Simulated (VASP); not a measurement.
Given:

```
CELL_PARAMETERS angstrom
      5.89101     0.00000     0.00000
     -2.94550     5.10176     0.00000
      0.00000     0.00000    24.28747
ATOMIC_POSITIONS crystal
  Na 0.66667 0.33333 0.33280
  Na 0.33333 0.66667 0.38390
  Na 0.00000 0.00000 0.42065
  Na 0.66667 0.33333 0.47306
  Na 0.33333 0.66667 0.52694
  Na 0.00000 0.00000 0.57935
  Na 0.66667 0.33333 0.61610
  Na 0.33333 0.66667 0.66720
```

Level of theory: PBEsol GGA, VASP's PBE PAW potentials (set 64) (plane waves; VASP). Run with PREC = Normal, 400 eV cut-off, 6×6×1 Γ-centred mesh, first-order Methfessel-Paxton smearing of 0.10 eV, potentials Na_pv.

### Question
Predict the energy per atom (σ→0), band gap (on the k-mesh) with the smallest direct gap where there is one.

### Answer

| Item | Result |
|---|---|
| band gap (on the k-mesh) | none (metal, semimetal or under 0.01 eV) |
| energy per atom (σ→0) | -1.268 eV/atom |

Total energies compare only between runs with the same potentials, cut-off and functional.

The cell is a thin slab with vacuum, built from Na (bcc): (111) face.
